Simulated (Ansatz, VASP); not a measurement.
## GaAs (GaAs, zinc blende at a = 5.61 A) in two plane-wave programs

Aim: how closely do two programs agree when they are given the same cell, functional and k mesh? The cell is taken from a series of runs on this material, whose earlier steps may have relaxed, scaled, displaced or heated it; both programs get it as it stands.

Method: plane waves, with VASP 6.6.1 beside it; single point at LDA, in Ansatz 0.2.0.

## (1) The starting structure

It takes space group F-43m (No. 216, cubic). Conventional cell: a = 5.610 Å, b = 5.610 Å, c = 5.610 Å, α = 90.00°, β = 90.00°, γ = 90.00°. Nearest to Ga lie 4 As at 2.43 Å. Nearest to As lie 4 Ga at 2.43 Å. Farther neighbours are not listed.

As a file:

```
Ga As
1.0
     5.61000    0.00000    0.00000
     0.00000    3.96687    0.00000
     0.00000    0.00000    3.96687
Ga As
2 2
Cartesian
  0.0000 0.0000 0.0000
  2.8050 1.9834 1.9834
  1.4025 1.9834 0.0000
  4.2075 0.0000 1.9834
```

## (2) VASP: single point, LDA

A single point gives forces, pressure and levels at one fixed geometry, so differences don't come from the geometry; what else differs is listed under the comparison.

Lines of VASP's logs that name or quote its potential files are left out, and so is its time.

INCAR reads:

```
SYSTEM = GaAs
PREC = Accurate
ENCUT = 400
EDIFF = 1E-06
NELM = 120
ISMEAR = -1
SIGMA = 0.02
LREAL = .FALSE.
ALGO = Normal
GGA = PW92
NBANDS = 24
LORBIT = 11
LWAVE = .FALSE.
LCHARG = .FALSE.
ISIF = 2
LASPH = .TRUE.
GGA_COMPAT = .FALSE.
EFERMI = MIDGAP
```

POSCAR reads:

```
GaAs
1.0
    5.6100000000      0.0000000000      0.0000000000
    0.0000000000      3.9668690425      0.0000000000
    0.0000000000      0.0000000000      3.9668690425
Ga As
2 2
Direct
    0.0000000000      0.0000000000      0.0000000000
    0.5000000000      0.5000000000      0.5000000000
    0.2500000000      0.5000000000      0.0000000000
    0.7500000000      0.0000000000      0.5000000000
```

KPOINTS reads:

```
Automatic mesh
0
Gamma
6 8 8
0 0 0
```

The projector-augmented-wave data sets are Ga_d and As (LDA family, release 64).

Run with:

```bash
$ mpirun -np 1 vasp_std
```

Numbers of over 12 decimals in the logs are rounded to 6 here.

Log:

```text
[banner, memory and clock lines left out]
running    1 mpi-ranks, on    1 nodes
 distrk:  each k-point on    1 cores,    1 groups
 distr:  one band on    1 cores,    1 groups

 POSCAR found type information on POSCAR GaAs
 POSCAR found :  2 types and       4 ions
|                                                                             |
|               ----> ADVICE to this user running VASP <----                  |
|                                                                             |
|     You enforced a specific xc type in the INCAR file but a different       |
|     [... a line on the potential file left out ...]
|     I HOPE YOU KNOW WHAT YOU ARE DOING!                                     |
|                                                                             |

 LDA part: xc-table for (Slater(with rela. corr.)+PW92), standard interpolation
 POSCAR, INCAR and KPOINTS ok, starting setup
 FFT: planning ... GRIDC
 FFT: planning ... GRID_SOFT
 FFT: planning ... GRID
 WAVECAR not read
 entering main loop
       N       E                     dE             d eps       ncg     rms          rms(c)
DAV:   1     0.210787866147E+03    0.21079E+03   -0.15399E+04  3008   0.184E+03
DAV:   2     0.312470462489E+01   -0.20766E+03   -0.20191E+03  3168   0.405E+02
DAV:   3    -0.191614192494E+02   -0.22286E+02   -0.22053E+02  3560   0.110E+02
DAV:   4    -0.197256890450E+02   -0.56427E+00   -0.56396E+00  3384   0.198E+01
DAV:   5    -0.197370570205E+02   -0.11368E-01   -0.11366E-01  3584   0.248E+00    0.433E+00
DAV:   6    -0.193573950843E+02    0.37966E+00   -0.57190E-01  4176   0.109E+01    0.247E+00
DAV:   7    -0.192741238347E+02    0.83271E-01   -0.25977E-01  3560   0.290E+00    0.711E-01
DAV:   8    -0.192692049811E+02    0.49189E-02   -0.38104E-02  3440   0.251E+00    0.180E-01
DAV:   9    -0.192689613785E+02    0.24360E-03   -0.41602E-03  3904   0.108E+00    0.687E-02
DAV:  10    -0.192689556528E+02    0.57257E-05   -0.40360E-04  3496   0.177E-01    0.273E-02
DAV:  11    -0.192689681492E+02   -0.12496E-04   -0.60475E-05  4216   0.847E-02    0.925E-03
DAV:  12    -0.192689660251E+02    0.21241E-05   -0.13975E-05  3360   0.408E-02    0.674E-03
DAV:  13    -0.192689662955E+02   -0.27037E-06   -0.41381E-06  2800   0.821E-03
   1 F= -.19268966E+02 E0= -.19268966E+02  d E =-.165872E-07
```

OUTCAR, selected parts (step 2):

```text
ion  position               nearest neighbor table
   1  0.000  0.000  0.000-   3 2.43   4 2.43   4 2.43   3 2.43
   2  0.500  0.500  0.500-   3 2.43   4 2.43   3 2.43   4 2.43
   3  0.250  0.500  0.000-   1 2.43   2 2.43   2 2.43   1 2.43
   4  0.750  0.000  0.500-   1 2.43   2 2.43   1 2.43   2 2.43

  LATTYP: Found a simple tetragonal cell.
 ALAT       =     3.9668690425
 C/A-ratio  =     1.4142135624

 Subroutine GETGRP returns: Found  8 space group operations
 (whereof  8 operations were pure point group operations)

The static configuration has the point symmetry D_2d.

 Found     60 irreducible k-points:

   k-points           NKPTS =     60   k-points in BZ     NKDIM =     60   number of bands    NBANDS=     24

   dimension x,y,z NGX =    40 NGY =   28 NGZ =   28
   dimension x,y,z NGXF=    80 NGYF=   56 NGZF=   56

   ENCUT  =  400.0 eV  29.40 Ry    5.42 a.u.   9.15  6.47  6.47*2*pi/ulx,y,z

   NELECT =      36.0000    total number of electrons

 k-points in reciprocal lattice and weights: Automatic mesh
   0.00000000  0.00000000  0.00000000       0.003
   0.16666667  0.00000000  0.00000000       0.005
   0.33333333  0.00000000  0.00000000       0.005
   0.50000000  0.00000000  0.00000000       0.003
   0.00000000  0.12500000  0.00000000       0.010
   0.16666667  0.12500000  0.00000000       0.021
   0.33333333  0.12500000  0.00000000       0.021
   0.50000000  0.12500000  0.00000000       0.010
   0.00000000  0.25000000  0.00000000       0.010
[...]
0.33333333  0.50000000  0.50000000       0.005
   0.50000000  0.50000000  0.50000000       0.003

 average (electrostatic) potential at core
       1 -67.3366       2 -67.3366       3 -53.5890       4 -53.5890

 E-fermi :   4.2941

 k-point     1 :       0.0000    0.0000    0.0000
  band No.  band energies     occupation
    ...
     14       1.2584      2.00000
     15       1.2584      2.00000
     16       4.0296      2.00000
     17       4.0302      2.00000
     18       4.0302      2.00000
     19       4.5352      0.00001
     20       5.3327      0.00000
     21       5.5709      0.00000
     22       7.7110      0.00000
     23       7.7111      0.00000
    ...

 k-point     2 :       0.1667    0.0000    0.0000
  band No.  band energies     occupation
    ...
     14       1.3764      2.00000
     15       1.3764      2.00000
     16       2.7400      2.00000
     17       3.6806      2.00000
     18       3.6806      2.00000
     19       5.2980      0.00000
     20       5.7914      0.00000
     21       5.9025      0.00000
     22       7.3336      0.00000
     23       8.1960      0.00000
    ...

 k-point     3 :       0.3333    0.0000    0.0000
  band No.  band energies     occupation
    ...
     14       1.2716      2.00000
     15       1.7230      2.00000
     16       1.7230      2.00000
     17       2.9737      2.00000
     18       2.9737      2.00000
     19       5.4694      0.00000
     20       6.4837      0.00000
     21       6.5722      0.00000
     22       7.1153      0.00000
     23       9.3029      0.00000
    ...

  Total       -0.1326578     -0.0979027     -0.0979027      0.0000000      0.0000000      0.0000000
  in kB       -2.4076033     -1.7768331     -1.7768331      0.0000000      0.0000000      0.0000000
  external PRESSURE =      -1.9870898 kB  Pullay stress =       0.0000000 kB

  energy-cutoff  :      400.00
  volume of cell :       88.28
      direct lattice vectors                 reciprocal lattice vectors
     5.610000000  0.000000000  0.000000000     0.178253119  0.000000000  0.000000000
     0.000000000  3.966869042  0.000000000     0.000000000  0.252087979  0.000000000
     0.000000000  0.000000000  3.966869042     0.000000000  0.000000000  0.252087979

 POSITION                                       TOTAL-FORCE (eV/Angst)
 -----------------------------------------------------------------------------------
      0.00000      0.00000      0.00000        -0.000000      0.000000     -0.000000
      2.80500      1.98343      1.98343        -0.000000     -0.000000      0.000000
      1.40250      1.98343      0.00000         0.000000      0.000000     -0.000000
      4.20750      0.00000      1.98343         0.000000      0.000000     -0.000000
 -----------------------------------------------------------------------------------
    total drift:                                0.000001      0.000000     -0.000000

  FREE ENERGIE OF THE ION-ELECTRON SYSTEM (eV)
  ---------------------------------------------------
  free  energy   TOTEN  =       -19.2689662955 eV

  energy  without entropy=      -19.2689662789  energy(sigma->0) =      -19.26896629

 total charge
# of ion       s       p       d       tot
------------------------------------------
    1        0.895   0.830   9.997  11.722
    2        0.895   0.830   9.997  11.722
    3        1.217   1.611   0.033   2.860
    4        1.217   1.611   0.033   2.860
--------------------------------------------------
tot          4.223   4.881  20.060  29.164

[... 3 further parts left out ...]
```

The run ends at a pressure of -0.20 GPa.

## (3) Ansatz: single point, LDA

Ansatz runs on its default PAW (the set named soft_2) files.

The same cell, functional (in two slightly different forms), mesh and smearing now go to Ansatz, which takes its cutoff from its data sets.

input.yaml reads:

```yaml
crystal:
  lattice:
    - [5.61, 0.0, 0.0]
    - [0.0, 3.9668690425, 0.0]
    - [0.0, 0.0, 3.9668690425]
  atoms:
    - { symbol: Ga, position: [0.0, 0.0, 0.0] }
    - { symbol: As, position: [0.25, 0.5, 0.0] }
    - { symbol: Ga, position: [0.5, 0.5, 0.5] }
    - { symbol: As, position: [0.75, 0.0, 0.5] }
kpoints:
  mp_grid: { grid: [6, 8, 8] }
hamiltonian:
  xc: lda
scf:
  occupations: { method: fermi_dirac, width: 0.02 }
  convergence: { dr2_threshold: 1.0e-08 }
output:
  eigenvalues: true
checkpoint:
  write: az.a.run
  compress: false
  write_wavefunctions: false
```

Run with:

```bash
$ ansatz run input.yaml --threads 4 --pin off --max-ram 8192MiB --backend cpu --events-out ev --progress --plain --runs-dir out
```

Log:

```text
Engine: ansatz 0.2.0, x86_64-unknown-linux-gnu
Pseudopotentials: kind: paw
Pseudopotential: Ga, paw, valence charge 13, recommended cutoff 420 eV (normal), Ga.paw.azcp
Pseudopotential: As, paw, valence charge 15, recommended cutoff 420 eV (normal), As.paw.azcp
Functional definition: SPW92
  exchange = slater_x
  correlation = pw_c
Crystal: 4 atoms, lattice volume = 88.279 Å³
Basis set: ecut = 420 eV, 1715 PW (Γ)
Bands: 34, of which v1, the nominal top of the filled ones, is band 28 counted from 1 (27 counted from 0)
Symmetry: 16 space group operations
Space group: F-43m (ITA 216), of the structure as read, at distance tolerance 4.5e-5 Å
k-points: 60 of 384 (time reversal used)
Non-local potential: Ga, projectors of the file, l = 0: 2, l = 1: 2, l = 2: 3, l = 3: 1
Non-local potential: As, projectors of the file, l = 0: 2, l = 1: 2, l = 2: 3, l = 3: 1
PAW form: soft (Blöchl's): semilocal exchange-correlation on the pseudo side does not see the compensation charge
PAW frozen core: Ga, regenerated for the run's functional, and the local potential with it (the file was generated under x = pbe(κ = 0.804, μ = 0.219515), c = pbe(β = 0.066725))
PAW frozen core: As, regenerated for the run's functional, and the local potential with it (the file was generated under x = pbe(κ = 0.804, μ = 0.219515), c = pbe(β = 0.066725))
PAW one-centre angular grid: Ga, 590 points (default); XC on 64 Gauss nodes
PAW one-centre angular grid: As, 590 points (default); XC on 64 Gauss nodes
Initial density: superposition of atomic densities (neutral atoms: chi_scale 0, normalization atom), corrected by the library's trained network
Initial wavefunctions: pseudopotential atomic-orbital guess
Functional: x = slater, c = lda
SCF iter   1: F=—  HF=-16962.598141 eV  |F-HF|=—  |Δ(HF+E_count)|=         —  Δρ=5.16e-3  dr2=1.52e-2  ethr=1.77e-3  ⟨swp⟩=6.1  Hψ=7497  notcnv=0
preconditioner: auto → Resta (q_TF=auto, 2.529 Å⁻¹)  ε∞=3.6  [insulator: Δε(μ)=0.432 eV  Ē_g=14.757 eV  σ=0.020 eV  W_gap=1.00  n_scr=28 (ndim 8)  ℏωp=23.7 eV  f_vac=0.082  D(μ)=0.00/eV (n_scr^D=0)  ε∞_Penn≈3.6]
SCF iter   2: F=—  HF=-16962.592078 eV  |F-HF|=—  |Δ(HF+E_count)|=   6.06e-3  Δρ=2.92e-3  dr2=3.93e-3  ethr=2.72e-5  ⟨swp⟩=2.7  Hψ=4103  notcnv=0  defer=107
SCF iter   3: F=—  HF=-16962.591657 eV  |F-HF|=—  |Δ(HF+E_count)|=   4.22e-4  Δρ=6.15e-4  dr2=3.13e-4  ethr=7.01e-6  ⟨swp⟩=2.0  Hψ=2671  notcnv=0  defer=47
automatic band count: iteration 3 solves 33 bands in place of 34: the levels show a gap, and the empty bands left out lie too high to hold charge; the band table lists the bands solved (type scf.n_extra_bands for more)
SCF iter   4: F=—  HF=-16962.591545 eV  |F-HF|=—  |Δ(HF+E_count)|=   1.11e-4  Δρ=2.45e-4  dr2=5.43e-5  ethr=5.59e-7  ⟨swp⟩=2.5  Hψ=3342  notcnv=0  defer=47
SCF iter   5: F=—  HF=-16962.591533 eV  |F-HF|=—  |Δ(HF+E_count)|=   1.18e-5  Δρ=9.58e-5  dr2=9.78e-6  ethr=9.69e-8  ⟨swp⟩=2.0  Hψ=2573  notcnv=0  defer=47
SCF iter   6: F=—  HF=-16962.591535 eV  |F-HF|=—  |Δ(HF+E_count)|=   1.23e-6  Δρ=1.61e-5  dr2=2.51e-7  ethr=1.75e-8  ⟨swp⟩=2.0  Hψ=2340  notcnv=0  defer=47
SCF iter   7: F=—  HF=-16962.591535 eV  |F-HF|=—  |Δ(HF+E_count)|=   5.99e-8  Δρ=4.60e-6  dr2=1.12e-8  ethr=4.48e-10  ⟨swp⟩=2.0  Hψ=3613  notcnv=0  defer=47
SCF iter   8: F=-16962.591535 eV  HF=-16962.591535 eV  |F-HF|=5.78e-10  |Δ(HF+E_count)|=   1.04e-8  Δρ=8.59e-7  dr2=4.32e-10  ethr=1.79e-11  ⟨swp⟩=5.7  Hψ=5941  notcnv=0
SCF 1 converged in 8 iterations: F = -16962.591535 eV  dr2 = 4.32e-10
  greatest PAW one-centre occupation: 0.999 electrons in one spin orbital (limit 2), on the As atom at site 3 (counted from 0), in its partial waves of l = 2
SCF converged after 8 iterations
Free energy (F): -16962.591535 eV
Harris-Foulkes:  -16962.591535 eV  (|F-HF|=5.78e-10)
Internal energy: -16962.591535 eV  (E = F + TS)
E sigma→0 (E₀):  -16962.591535 eV
Entropy (-TS):   -0.000000 eV (-0.000 meV/atom)
Fermi energy:    8.430340 eV
--- Per-component energies (eV) ---
  E_band       = -632.389321
  E_kinetic    = 441.679759
  E_local      = -7785.914741  (includes V_loc(G=0)·N_el)
  E_nonlocal   = -477.164073
  E_hartree    = 3920.558210
  E_xc         = -296.535558
  E_vxc        = -277.674633  (∫ρ·V_xc dr)
  E_paw        = -7333.322424  (= ΣΔE_a)
  E_vpaw       = -374.433611  (= ΣTr[D̂ρ^β])
  E_aug_tail   = -0.000205  (compensation charges beyond the density's cutoff)
  E_ewald      = -5439.499924
  E_core_change = 7.607420  (= ΣΔE_core)
  E_smearing   = -0.000000  (= −TS)
  E_closure    = -0.000000  (closes the sum)
  Σ components = -16962.591535   (vs F -16962.591535, Δ=0.00e0)
--- Band table (eV; the first three rows and the last of 60) ---
  k-point 0: bands = [... 24 lower, 5.4231, 8.1889, 8.1895, 8.1895, 8.6484, 9.4978, 9.7354, 11.8832, ... 1 higher]
  k-point 1: bands = [... 24 lower, 5.5344, 6.6561, 7.7665, 8.1245, 9.7094, 9.7715, 10.6638, 11.9010, ... 1 higher]
  k-point 2: bands = [... 24 lower, 4.9720, 5.8554, 6.7652, 7.9009, 10.0321, 10.4585, 12.2067, 12.3687, ... 1 higher]
  k-point 59: bands = [... 24 lower, 4.5239, 4.5239, 4.7141, 4.7141, 12.8339, 12.8339, 12.8403, 12.8403, ... 1 higher]
```

In the SCF lines HF is the Harris–Foulkes energy and dr2 the Hartree energy of the density residual, in eV; the loop may stop once dr2 is under the threshold and the program's other checks hold. Hψ counts applications of the Hamiltonian.

## (4) Side by side

Known differences besides the potentials themselves: the data sets hold 56 valence electrons in Ansatz (on its default PAW (the set named soft_2) files) and 36 in VASP; the cutoff is 420 eV in Ansatz and 400 eV in VASP; VASP's log shows a relativistic correction to its local exchange, Ansatz's none. Total energies have different zeros and are not compared.

Compared:

```csv
quantity,Ansatz,VASP,difference
gap on the k mesh (eV),0.459,0.505,-0.046
```

A gap on the mesh is an upper bound, since the band edges may lie between its points.

## (5) Results

* difference in gap on the k mesh (single point, LDA): -0.046 eV

The difference in gap on the k mesh is -0.046 eV (single point, LDA), within the 0.08 eV picked in this series as the mark of a large difference. The data sets hold unlike numbers of valence electrons (56 in Ansatz and 36 in VASP), so part of the differences comes from the potentials. How closely two codes agree says nothing of how well the functional describes the real material.

[Lines on the potential files, build, host, timing and source positions are cut from VASP's logs without a mark.]

[Logs are printed without paths, hosts, clocks, repeated set-up lines and the standing remarks that a program may print on its own settings, such as how far it seeks lower states.]

[Hosts, paths, dates, database ids (printed as entryN), source tags and the programs' standing remarks are cut or masked in the printed files.]
